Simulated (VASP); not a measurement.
A VASP calculation is set up with these files.

### POSCAR
```
Mg2Si
1
    0.0000000000     3.1251673371     3.1251673371
    3.1251673371     0.0000000000     3.1251673371
    3.1251673371     3.1251673371     0.0000000000
Mg Si
2 1
Direct
  0.2500000000   0.2500000000   0.2500000000
  0.7500000000   0.7500000000   0.7500000000
  0.0000000000   0.0000000000   0.0000000000
```

### KPOINTS
```
kpoints
0
Gamma
6 6 6
0 0 0
```

### INCAR
```
SYSTEM = Mg2Si
PREC = Accurate; ENCUT = 500; LREAL = .FALSE.
LASPH = .TRUE.
EDIFF = 1E-6; NELM = 100; ALGO = Normal
ISMEAR = 0; SIGMA = 0.05
IBRION = 2; NSW = 40; ISIF = 3
EDIFFG = -0.02
LWAVE = .FALSE.; LCHARG = .FALSE.
```

POTCAR, in this order: Mg Si (LDA.64 set). Program: vasp_std.

**Question.** Translate this LDA calculation to Ansatz.

**Answer.** One equivalent input (not run):
Ansatz 0.2 input:
```yaml
crystal:
  lattice:
    - [0.0000000, 3.1251673, 3.1251673]
    - [3.1251673, 0.0000000, 3.1251673]
    - [3.1251673, 3.1251673, 0.0000000]
  atoms:
    - { symbol: Mg, position: [0.2500000, 0.2500000, 0.2500000] }
    - { symbol: Mg, position: [0.7500000, 0.7500000, 0.7500000] }
    - { symbol: Si, position: [0.0000000, 0.0000000, 0.0000000] }
kpoints:
  mp_grid: { grid: [6, 6, 6] }
hamiltonian:
  xc: lda
  pseudopotentials: { kind: paw }
scf:
  occupations: { method: gaussian, width: 0.05 }
  max_iter: 100
relax:
  max_steps: 40
  f_tol: 0.02
  cell: {}
output: { forces: true, stress: true, eigenvalues: true }
```
Limits of the translation: each code has its own PAW files, so the cut-off isn't converted (ENCUT is set for VASP's; basis.ecutwfc is left out, and Ansatz then takes the one that its files recommend); Ansatz stops its SCF on the density residual and VASP on the energy change (EDIFF); Ansatz's lda is the Perdew-Wang form, while the LDA potentials of VASP carry Perdew-Zunger's.

The compound is Mg2Si in the antifluorite structure. It was relaxed first.
